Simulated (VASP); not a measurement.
A convergence study with VASP on ZnO (wurtzite): one setting is varied, all else stays as given below, so the limit is that of these other settings.

```yaml
crystal:
  lattice:
    - [1.62500, -2.81458, 0.00000]
    - [1.62500, 2.81458, 0.00000]
    - [0.00000, 0.00000, 5.21000]
  atoms:
    - { symbol: Zn, position: [0.66667, 0.33333, 0.50000] }
    - { symbol: Zn, position: [0.33333, 0.66667, 0.00000] }
    - { symbol: O, position: [0.66667, 0.33333, 0.88200] }
    - { symbol: O, position: [0.33333, 0.66667, 0.38200] }
```

These are PBE GGA, VASP's PBE PAW potentials (set 64) (plane waves; VASP) values and carry that method's errors. The tightest run used: 700 eV cut-off, 13×13×7 Monkhorst-Pack mesh, Gaussian smearing of 0.050 eV, potentials Zn O.

Task: The settings run are 1×1×1 mesh; 2×2×1 mesh; 3×3×2 mesh; 4×4×2 mesh; 5×5×3 mesh; 6×6×3 mesh; 7×7×4 mesh; 8×8×4 mesh; 9×9×5 mesh; 10×10×6 mesh; 11×11×6 mesh; 12×12×7 mesh; 13×13×7 mesh. From which on does the stress (every component) stay within 0.2 GPa of the tightest run?

Result: From 4×4×2 mesh on: it is off by 0.14 there and by no more than 0.2 in any finer run, while 3×3×2 mesh is off by 0.77.
| setting | E (eV/atom) | pressure (GPa) | irreducible k-points | difference judged (GPa) |
|---|---|---|---|---|
| 1×1×1 mesh | -1.8014 | 36.23 | 1 | 38.40 |
| 2×2×1 mesh | -4.5860 | 3.44 | 2 | 7.04 |
| 3×3×2 mesh | -4.4349 | 5.97 | 3 | 0.77 |
| 4×4×2 mesh | -4.4605 | 5.62 | 6 | 0.14 |
| 5×5×3 mesh | -4.4568 | 5.60 | 10 | 0.06 |
| 6×6×3 mesh | -4.4587 | 5.61 | 24 | 0.01 |
| 7×7×4 mesh | -4.4587 | 5.61 | 16 | 0.01 |
| 8×8×4 mesh | -4.4588 | 5.61 | 40 | 0.00 |
| 9×9×5 mesh | -4.4587 | 5.61 | 36 | 0.00 |
| 10×10×6 mesh | -4.4588 | 5.61 | 90 | 0.00 |
| 11×11×6 mesh | -4.4587 | 5.61 | 48 | 0.00 |
| 12×12×7 mesh | -4.4587 | 5.61 | 168 | 0.00 |
| 13×13×7 mesh | -4.4587 | 5.61 | 84 | 0.00 |

Left out are rungs that failed or repeat a setting and relaxations that didn't move; long series are thinned to 24 rows.

The compound is ZnO in the wurtzite structure. The cell was not relaxed at this level.
